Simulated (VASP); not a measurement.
Given:

```
FeNi3
1.0
    3.48609     0.00000     0.00000
    0.00000     3.48609     0.00000
    0.00000     0.00000     3.48609
Fe Ni
1 3
Direct
  0.00000   0.00000   0.00000
  0.00000   0.50000   0.50000
  0.50000   0.00000   0.50000
  0.50000   0.50000   0.00000
```
Starting moments (μB, in the order of the record's atoms Fe Ni Ni Ni): 2.8 0.6 0.6 0.6.

Calculation: PBEsol GGA, VASP's PBE PAW potentials (set 64) (plane waves; VASP). Settings: 500 eV cut-off, 9×9×9 Γ-centred mesh, first-order Methfessel-Paxton smearing of 0.10 eV, potentials Fe Ni.

**Question.** What does the run give for the cell moment, energy per atom (σ→0), band gap (on the k-mesh) with the smallest direct gap where there is one?

**Answer.** 
The band gap (on the k-mesh) is none (metal, semimetal or under 0.01 eV). The cell moment is 4.51 μB and the energy per atom (σ→0) is -6.910 eV/atom.

**Question.** Give the moment on each site (PAW-sphere projection).

**Answer.** 
```
site  moment (μB)
----  -----------
Fe1          2.81
Ni2          0.57
Ni3          0.57
Ni4          0.57
```

Total energies compare only between runs with the same potentials, cut-off and functional.

The compound is Ni3Fe in the L1_2 structure. It was relaxed first, which changed the volume by -5 %.
